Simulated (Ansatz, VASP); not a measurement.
## Si2W in two plane-wave programs

One calculation is typed for both programs; each brings its own data sets. How far apart do they land? The cell is taken from a series of runs on this material, whose earlier steps may have relaxed, scaled, displaced or heated it; both programs get it as it stands.

Calculated with Ansatz 0.2.0; plane waves, with VASP 6.6.1 beside it; zone-centre phonons at PBEsol.

**1. The structure**

The structure is tetragonal, space group I4/mmm (No. 139). Conventional cell: a = 3.139 Å, b = 3.139 Å, c = 7.878 Å, α = 90.00°, β = 90.00°, γ = 90.00°. Nearest to Si lie 5 W at 2.58 to 2.63 Å and 5 Si at 2.58 to 2.62 Å. Nearest to W lie 10 Si at 2.58 to 2.63 Å. Farther neighbours are not listed.

**2. VASP: zone-centre phonons, PBEsol**

Second derivatives magnify differences that forces hide, and they need a tight electronic threshold.

Lines of VASP's logs that name or quote its potential files are left out, and so is its time.

The input, INCAR:

```
SYSTEM = Si2W
PREC = Accurate
ENCUT = 600
EDIFF = 1E-08
NELM = 120
ISMEAR = 1
SIGMA = 0.2
LREAL = .FALSE.
ALGO = Normal
GGA = PS
NBANDS = 13
LASPH = .TRUE.
LORBIT = 11
LWAVE = .FALSE.
LCHARG = .FALSE.
ISIF = 2
IBRION = 8
GGA_COMPAT = .FALSE.
KPAR = 2
```

The input, POSCAR:

```
Si2W
1.0
   -1.5694423767      1.5694423767      3.9389637465
    1.5694423767     -1.5694423767      3.9389637465
    1.5694423767      1.5694423767     -3.9389637465
Si W
2 1
Direct
    0.3340093299      0.3340093299      0.0000000000
    0.6659906701      0.6659906701      0.0000000000
    0.0000000000      0.0000000000      0.0000000000
```

The input, KPOINTS:

```
Automatic mesh
0
Gamma
20 20 20
0 0 0
```

PAW data sets: Si and W (PBE family, release 64).

On the command line:

```
$ mpirun -np 2 vasp_std
```

Numbers of over 12 decimals in the logs are rounded to 6 here.

What it wrote:

```text
[banner, memory and clock lines left out]
running    2 mpi-ranks, on    1 nodes
 distrk:  each k-point on    1 cores,    2 groups
 distr:  one band on    1 cores,    1 groups

 POSCAR found type information on POSCAR SiW
 POSCAR found :  2 types and       3 ions
|                                                                             |
|               ----> ADVICE to this user running VASP <----                  |
|                                                                             |
|     You enforced a specific xc type in the INCAR file but a different       |
|     [... a line on the potential file left out ...]
|     I HOPE YOU KNOW WHAT YOU ARE DOING!                                     |
|                                                                             |

 LDA part: xc-table for (Slater+PW92), standard interpolation
 POSCAR, INCAR and KPOINTS ok, starting setup
 FFT: planning ... GRIDC
 FFT: planning ... GRID_SOFT
 FFT: planning ... GRID
 WAVECAR not read
 entering main loop
       N       E                     dE             d eps       ncg     rms          rms(c)
DAV:   1     0.344053550418E+02    0.34405E+02   -0.66358E+03 16682   0.106E+03
DAV:   2    -0.246528176858E+02   -0.59058E+02   -0.53746E+02 20200   0.206E+02
DAV:   3    -0.274770761816E+02   -0.28243E+01   -0.27200E+01 22853   0.357E+01
DAV:   4    -0.275191335253E+02   -0.42057E-01   -0.41971E-01 19933   0.483E+00
DAV:   5    -0.275197778477E+02   -0.64432E-03   -0.64410E-03 23712   0.529E-01    0.281E+01
DAV:   6    -0.268209252598E+02    0.69885E+00   -0.18499E+00 24707   0.873E+00    0.122E+01
DAV:   7    -0.266928240691E+02    0.12810E+00   -0.20890E-01 18934   0.304E+00    0.556E+00
DAV:   8    -0.266707929800E+02    0.22031E-01   -0.38518E-02 21962   0.146E+00    0.514E-01
DAV:   9    -0.266703454330E+02    0.44755E-03   -0.20902E-03 19957   0.314E-01    0.295E-01
DAV:  10    -0.266703064986E+02    0.38934E-04   -0.38498E-04 21348   0.125E-01    0.782E-02
DAV:  11    -0.266702884635E+02    0.18035E-04   -0.55539E-05 20576   0.513E-02    0.239E-02
DAV:  12    -0.266702886708E+02   -0.20728E-06   -0.15516E-06 20785   0.100E-02    0.103E-02
DAV:  13    -0.266702883870E+02    0.28372E-06   -0.11665E-07 21798   0.238E-03    0.181E-03
DAV:  14    -0.266702883656E+02    0.21488E-07   -0.63125E-09 13519   0.591E-04    0.327E-04
DAV:  15    -0.266702883722E+02   -0.66866E-08   -0.84213E-10 10743   0.294E-04
   1 F= -.26670288E+02 E0= -.26670535E+02  d E =0.739532E-03
 Linear response reoptimize wavefunctions to high precision
DAV:   1    -0.266702883798E+02   -0.75286E-08   -0.14598E-10 12878   0.104E-04
DAV:   2    -0.266702883798E+02    0.38654E-11   -0.21141E-11 10213   0.438E-05
 Linear response DOF=           4
 Linear response progress:
  Degree of freedom:   1/  4
       N       E                     dE             d eps       ncg     rms          rms(c)
RMM:   1    -0.177646044147E-01   -0.17765E-01    0.14803E-02135772   0.889E-01
RMM:   2    -0.164434770477E-01    0.13211E-02   -0.67800E-04 88195   0.213E-01    0.964E-02
RMM:   3    -0.165135223707E-01   -0.70045E-04   -0.14398E-04 88987   0.618E-02    0.526E-02
RMM:   4    -0.166784808815E-01   -0.16496E-03   -0.91109E-05 88482   0.468E-02    0.118E-02
RMM:   5    -0.166639931286E-01    0.14488E-04   -0.17913E-06 92546   0.922E-03    0.120E-03
RMM:   6    -0.166691817414E-01   -0.51886E-05   -0.17848E-07 93676   0.163E-03    0.704E-04
RMM:   7    -0.166686483284E-01    0.53341E-06    0.74308E-09 95022   0.383E-04    0.585E-05
RMM:   8    -0.166690737386E-01   -0.42541E-06   -0.40934E-09 96507   0.119E-04    0.147E-05
RMM:   9    -0.166690452762E-01    0.28462E-07    0.75040E-10 99396   0.306E-05    0.243E-06
RMM:  10    -0.166690519351E-01   -0.66589E-08   -0.93803E-10 99175   0.129E-05    0.110E-06
 first order change of Fermi-energy   0.18158E-04
 force on displaced ion       1 direction 1 : -10.312   0.000  -0.000
 Linear response progress:
  Degree of freedom:   2/  4
       N       E                     dE             d eps       ncg     rms          rms(c)
RMM:   1    -0.259006102445E-01   -0.25901E-01    0.37651E-02 41878   0.112E+00
RMM:   2    -0.231412028388E-01    0.27594E-02   -0.11701E-03 26727   0.283E-01    0.161E-01
RMM:   3    -0.230987008058E-01    0.42502E-04   -0.64664E-04 26542   0.123E-01    0.120E-01
RMM:   4    -0.231708784692E-01   -0.72178E-04   -0.55564E-05 27825   0.377E-02    0.552E-02
RMM:   5    -0.232275220667E-01   -0.56644E-04   -0.73702E-06 27571   0.131E-02    0.144E-02
RMM:   6    -0.232301943743E-01   -0.26723E-05   -0.42467E-07 28227   0.367E-03    0.215E-03
RMM:   7    -0.232278950893E-01    0.22993E-05   -0.35418E-08 28789   0.134E-03    0.623E-04
RMM:   8    -0.232279463157E-01   -0.51226E-07    0.42315E-10 29625   0.240E-04    0.149E-04
RMM:   9    -0.232281055883E-01   -0.15927E-06   -0.45680E-09 29550   0.612E-05    0.173E-05
RMM:  10    -0.232281101191E-01   -0.45308E-08   -0.59686E-10 30726   0.205E-05    0.548E-06
 first order change of Fermi-energy  -0.43237E+00
 force on displaced ion       1 direction 3 :  -0.000  -0.000 -14.218
 Linear response progress:
  Degree of freedom:   3/  4
       N       E                     dE             d eps       ncg     rms          rms(c)
RMM:   1    -0.121569521154E+00   -0.12157E+00   -0.10458E-01 59370   0.181E+00
RMM:   2    -0.120510437515E+00    0.10591E-02   -0.13351E-03 47243   0.264E-01    0.158E-01
RMM:   3    -0.120124446578E+00    0.38599E-03   -0.20515E-04 48319   0.818E-02    0.895E-02
RMM:   4    -0.120228289626E+00   -0.10384E-03   -0.26581E-04 47701   0.959E-02    0.123E-02
RMM:   5    -0.120219120696E+00    0.91689E-05   -0.65169E-06 51808   0.167E-02    0.352E-03
RMM:   6    -0.120224568343E+00   -0.54476E-05   -0.13802E-07 50773   0.221E-03    0.793E-04
RMM:   7    -0.120224428731E+00    0.13961E-06   -0.11654E-08 52846   0.557E-04    0.119E-04
RMM:   8    -0.120224358836E+00    0.69895E-07   -0.54842E-09 52848   0.129E-04    0.390E-05
RMM:   9    -0.120224124408E+00    0.23443E-06   -0.52435E-09 54603   0.556E-05    0.579E-06
RMM:  10    -0.120224082266E+00    0.42141E-07   -0.49759E-09 55161   0.322E-05    0.227E-06
RMM:  11    -0.120224099325E+00   -0.17059E-07   -0.33065E-09 52718   0.263E-05    0.192E-07
RMM:  12    -0.120224100888E+00   -0.15623E-08   -0.50485E-09 38627   0.232E-05    0.736E-08
 first order change of Fermi-energy  -0.82413E-03
 force on displaced ion       3 direction 1 : -13.072   0.000  -0.000
 Linear response progress:
  Degree of freedom:   4/  4
       N       E                     dE             d eps       ncg     rms          rms(c)
RMM:   1    -0.139094683887E+00   -0.13909E+00   -0.12968E-01 32854   0.186E+00
RMM:   2    -0.134028515327E+00    0.50662E-02   -0.23079E-03 25793   0.330E-01    0.182E-01
RMM:   3    -0.133348591629E+00    0.67992E-03   -0.89319E-04 26822   0.140E-01    0.956E-02
RMM:   4    -0.133367402613E+00   -0.18811E-04   -0.26074E-04 26854   0.879E-02    0.309E-02
RMM:   5    -0.133423935318E+00   -0.56533E-04   -0.47321E-05 26294   0.407E-02    0.676E-03
RMM:   6    -0.133436128921E+00   -0.12194E-04   -0.99665E-07 29156   0.582E-03    0.198E-03
RMM:   7    -0.133428379883E+00    0.77490E-05   -0.18096E-07 27501   0.202E-03    0.212E-04
RMM:   8    -0.133428871461E+00   -0.49158E-06   -0.22943E-09 29213   0.307E-04    0.115E-04
RMM:   9    -0.133428938124E+00   -0.66662E-07    0.12044E-09 29721   0.754E-05    0.512E-05
RMM:  10    -0.133428960661E+00   -0.22537E-07   -0.27522E-09 29815   0.439E-05    0.554E-06
RMM:  11    -0.133428972681E+00   -0.12020E-07   -0.16271E-09 30896   0.241E-05    0.133E-06
RMM:  12    -0.133428973191E+00   -0.51013E-09    0.58549E-10 25373   0.182E-05    0.481E-07
 first order change of Fermi-energy   0.50776E-03
 force on displaced ion       3 direction 3 :  -0.000  -0.000 -15.503
 Linear response finished
```

OUTCAR, selected parts (step 2):

```text
ion  position               nearest neighbor table
   1  0.334  0.334  0.000-   3 2.58   3 2.58   3 2.58   3 2.58   2 2.58   2 2.58   2 2.58   2 2.58
                             2 2.62   3 2.63
   2  0.666  0.666  0.000-   3 2.58   3 2.58   3 2.58   3 2.58   1 2.58   1 2.58   1 2.58   1 2.58
                             1 2.62   3 2.63
   3  0.000  0.000  0.000-   1 2.58   2 2.58   2 2.58   2 2.58   2 2.58   1 2.58   1 2.58   1 2.58
                             1 2.63   2 2.63

  LATTYP: Found a body centered tetragonal cell.
 ALAT       =     3.1388847534
 C/A-ratio  =     2.5097855168

 Subroutine GETGRP returns: Found 16 space group operations
 (whereof 16 operations were pure point group operations)

The static configuration has the point symmetry D_4h.

 Found    641 irreducible k-points:

   k-points           NKPTS =    641   k-points in BZ     NKDIM =    641   number of bands    NBANDS=     13

   dimension x,y,z NGX =    36 NGY =   36 NGZ =   36
   dimension x,y,z NGXF=    72 NGYF=   72 NGZF=   72

   ENCUT  =  600.0 eV  44.10 Ry    6.64 a.u.   9.03  9.03  9.03*2*pi/ulx,y,z

   NELECT =      14.0000    total number of electrons

 k-points in reciprocal lattice and weights: Automatic mesh
   0.00000000  0.00000000  0.00000000       0.000
   0.05000000  0.00000000 -0.00000000       0.001
   0.10000000  0.00000000 -0.00000000       0.001
   0.15000000  0.00000000 -0.00000000       0.001
   0.20000000  0.00000000 -0.00000000       0.001
   0.25000000  0.00000000 -0.00000000       0.001
   0.30000000  0.00000000 -0.00000000       0.001
   0.35000000  0.00000000 -0.00000000       0.001
   0.40000000  0.00000000 -0.00000000       0.001
[...]
-0.45000000 -0.45000000  0.45000000       0.000
   0.50000000  0.50000000  0.50000000       0.000

 average (electrostatic) potential at core
       1 -78.5132       2 -78.5132       3 -33.9677

  Total        2.7626673      2.7626673     -0.0448155      0.0000000      0.0000000      0.0000000
  in kB      114.0529315    114.0529315     -1.8501469      0.0000000      0.0000000      0.0000000
  external PRESSURE =      75.4185721 kB  Pullay stress =       0.0000000 kB

  energy-cutoff  :      600.00
  volume of cell :       38.81
      direct lattice vectors                 reciprocal lattice vectors
    -1.569442377  1.569442377  3.938963746     0.000000000  0.318584491  0.126936939
     1.569442377 -1.569442377  3.938963746     0.318584491  0.000000000  0.126936939
     1.569442377  1.569442377 -3.938963746     0.318584491  0.318584491  0.000000000

 POSITION                                       TOTAL-FORCE (eV/Angst)
 -----------------------------------------------------------------------------------
      0.00000      0.00000      2.63130         0.000000      0.000000      0.000627
      0.00000      0.00000      5.24663         0.000000      0.000000     -0.000627
      0.00000      0.00000      0.00000        -0.000000     -0.000000     -0.000000
 -----------------------------------------------------------------------------------
    total drift:                               -0.000000     -0.000000      0.000000

 Eigenvectors and eigenvalues of the dynamical matrix
 ----------------------------------------------------

   1 f  =   13.416658 THz    84.299345 2PiTHz  447.531523 cm-1    55.486812 meV
             X         Y         Z           dx          dy          dz
      0.000000  0.000000  2.631301    -0.000000    0.000000   -0.707107
      0.000000  0.000000  5.246626     0.000000    0.000000    0.707107
      0.000000  0.000000  0.000000     0.000000   -0.000000    0.000000

   2 f  =   11.072593 THz    69.571154 2PiTHz  369.341949 cm-1    45.792545 meV
             X         Y         Z           dx          dy          dz
      0.000000  0.000000  2.631301    -0.000000    0.707107   -0.000000
      0.000000  0.000000  5.246626    -0.000000   -0.707107    0.000000
      0.000000  0.000000  0.000000    -0.000000   -0.000000    0.000000

   3 f  =   11.072593 THz    69.571154 2PiTHz  369.341949 cm-1    45.792545 meV
             X         Y         Z           dx          dy          dz
      0.000000  0.000000  2.631301     0.707107    0.000000    0.000000
      0.000000  0.000000  5.246626    -0.707107   -0.000000   -0.000000
      0.000000  0.000000  0.000000    -0.000000   -0.000000    0.000000

   4 f  =    9.383787 THz    58.960070 2PiTHz  313.009426 cm-1    38.808205 meV
             X         Y         Z           dx          dy          dz
      0.000000  0.000000  2.631301    -0.000000   -0.000000   -0.618850
      0.000000  0.000000  5.246626    -0.000000   -0.000000   -0.618850
      0.000000  0.000000  0.000000    -0.000000    0.000000    0.483788

   5 f  =    8.616426 THz    54.138600 2PiTHz  287.413026 cm-1    35.634658 meV
             X         Y         Z           dx          dy          dz
      0.000000  0.000000  2.631301    -0.618847    0.000000    0.000000
      0.000000  0.000000  5.246626    -0.618847    0.000000   -0.000000
      0.000000  0.000000  0.000000     0.483795   -0.000000    0.000000

   6 f  =    8.616426 THz    54.138600 2PiTHz  287.413026 cm-1    35.634658 meV
             X         Y         Z           dx          dy          dz
      0.000000  0.000000  2.631301    -0.000000   -0.618847    0.000000
      0.000000  0.000000  5.246626    -0.000000   -0.618847    0.000000
      0.000000  0.000000  0.000000     0.000000    0.483795   -0.000000

   7 f/i=    0.000313 THz     0.001964 2PiTHz    0.010424 cm-1     0.001292 meV
             X         Y         Z           dx          dy          dz
      0.000000  0.000000  2.631301     0.000000   -0.000000    0.342089
      0.000000  0.000000  5.246626     0.000000   -0.000000    0.342089
      0.000000  0.000000  0.000000     0.000000   -0.000000    0.875185

   8 f/i=    0.000357 THz     0.002244 2PiTHz    0.011914 cm-1     0.001477 meV
             X         Y         Z           dx          dy          dz
      0.000000  0.000000  2.631301     0.288992   -0.183064   -0.000000
      0.000000  0.000000  5.246626     0.288992   -0.183064   -0.000000
      0.000000  0.000000  0.000000     0.739329   -0.468333   -0.000000

   9 f/i=    0.000357 THz     0.002244 2PiTHz    0.011914 cm-1     0.001477 meV
             X         Y         Z           dx          dy          dz
      0.000000  0.000000  2.631301    -0.183064   -0.288992   -0.000000
      0.000000  0.000000  5.246626    -0.183064   -0.288992   -0.000000
      0.000000  0.000000  0.000000    -0.468333   -0.739329   -0.000000

 ELASTIC MODULI CONTR FROM IONIC RELAXATION (kBar)
 Direction    XX          YY          ZZ          XY          YZ          ZX
 --------------------------------------------------------------------------------
 XX         -42.8105    -42.8105    -42.9245      0.0000     -0.0000      0.0000
 YY         -42.8105    -42.8105    -42.9245      0.0000     -0.0000      0.0000
 ZZ         -42.9245    -42.9245    -43.0387      0.0000     -0.0000      0.0000
 XY           0.0000      0.0000      0.0000      0.0000      0.0000      0.0000
 YZ          -0.0000     -0.0000     -0.0000      0.0000    -38.8456     -0.0000
 ZX           0.0000      0.0000      0.0000      0.0000     -0.0000    -17.1381
 --------------------------------------------------------------------------------
```

[end of part 1 of 2]

[Lines on the potential files, build, host, timing and source positions are cut from VASP's logs without a mark.]

[Logs are printed without paths, hosts, clocks, repeated set-up lines and the standing remarks that a program may print on its own settings, such as how far it seeks lower states.]

[Hosts, paths, dates, database ids (printed as entryN), source tags and the programs' standing remarks are cut or masked in the printed files.]
